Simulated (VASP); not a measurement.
Computed with LDA (Ceperley-Alder, Perdew-Zunger), VASP's LDA PAW potentials (set 64) (plane waves; VASP).

VASP input:

INCAR:
```
! general
SYSTEM = BN
PREC   = Accurate
ENCUT  = 620
LREAL  = .FALSE.
LASPH  = .TRUE.

! electronic loop
EDIFF  = 1E-6
NELM   = 100
ALGO   = Normal

! smearing
ISMEAR = 0
SIGMA  = 0.05

! ions
IBRION = 2
NSW    = 40
ISIF   = 3
EDIFFG = -0.02

! output
LWAVE  = .FALSE.
LCHARG = .FALSE.
```

File KPOINTS:
```
K-points
0
gamma
 10 10 4
```

**POSCAR**
```
BN
1
    1.2453450389    -2.1570012629     0.0000000000
    1.2453450389     2.1570012629     0.0000000000
    0.0000000000     0.0000000000     6.4613566291
B N
2 2
Direct
  0.3333330000   0.6666670000   0.2500000000
  0.6666670000   0.3333330000   0.7500000000
  0.6666670000   0.3333330000   0.2500000000
  0.3333330000   0.6666670000   0.7500000000
```

POTCAR, in this order: B N (LDA.64 set). Program: vasp_std.

The run wrote:

### OSZICAR
```
       N       E                     dE             d eps       ncg     rms          rms(c)
DAV:   1     0.706167461489E+02    0.70617E+02   -0.92135E+03  1008   0.142E+03
DAV:   2    -0.381363820226E+02   -0.10875E+03   -0.99476E+02  1484   0.275E+02
DAV:   3    -0.425882084755E+02   -0.44518E+01   -0.44175E+01  1284   0.572E+01
DAV:   4    -0.426289148733E+02   -0.40706E-01   -0.40678E-01  1236   0.623E+00
DAV:   5    -0.426294577151E+02   -0.54284E-03   -0.54274E-03  1284   0.706E-01    0.111E+01
DAV:   6    -0.390783229579E+02    0.35511E+01   -0.88909E+00  1148   0.242E+01    0.488E+00
DAV:   7    -0.387077257360E+02    0.37060E+00   -0.47994E-01  1276   0.577E+00    0.294E+00
DAV:   8    -0.385903646246E+02    0.11736E+00   -0.32832E-01  1192   0.438E+00    0.371E-01
DAV:   9    -0.385872282497E+02    0.31364E-02   -0.11611E-02  1208   0.956E-01    0.175E-01
DAV:  10    -0.385872076627E+02    0.20587E-04   -0.49464E-04  1248   0.216E-01    0.288E-02
DAV:  11    -0.385872174803E+02   -0.98176E-05   -0.57329E-05  1264   0.652E-02    0.187E-02
DAV:  12    -0.385872150528E+02    0.24275E-05   -0.14115E-05  1204   0.312E-02    0.145E-03
DAV:  13    -0.385872150688E+02   -0.15976E-07   -0.47454E-07   752   0.616E-03
   1 F= -.38587215E+02 E0= -.38587215E+02  d E =-.385872E+02
```

OUTCAR:
```
------------------------ aborting loop because EDIFF is reached ----------------------------------------
  FORCE on cell =-STRESS in cart. coord.  units (eV):
  Direction    XX          YY          ZZ          XY          YZ          ZX
  --------------------------------------------------------------------------------------
  Total       -0.0574149     -0.0574150     -0.0315753      0.0000000     -0.0000000      0.0000000
  in kB       -2.6499748     -2.6499757     -1.4573501      0.0000000     -0.0000000      0.0000000
  external PRESSURE =      -2.2524335 kB  Pullay stress =       0.0000000 kB
  volume of cell :       34.71
      direct lattice vectors                 reciprocal lattice vectors
     1.245345039 -2.157001263  0.000000000     0.401495155 -0.231803295  0.000000000
     1.245345039  2.157001263  0.000000000     0.401495155  0.231803295  0.000000000
     0.000000000  0.000000000  6.461356629     0.000000000  0.000000000  0.154766260
  FREE ENERGIE OF THE ION-ELECTRON SYSTEM (eV)
  ---------------------------------------------------
  free  energy   TOTEN  =       -38.5872150688 eV

  energy  without entropy=      -38.5872150688  energy(sigma->0) =      -38.58721507

 reached required accuracy - stopping structural energy minimisation
```
(Selected blocks of OUTCAR.)

The compound is BN in the hex structure. It was relaxed first.
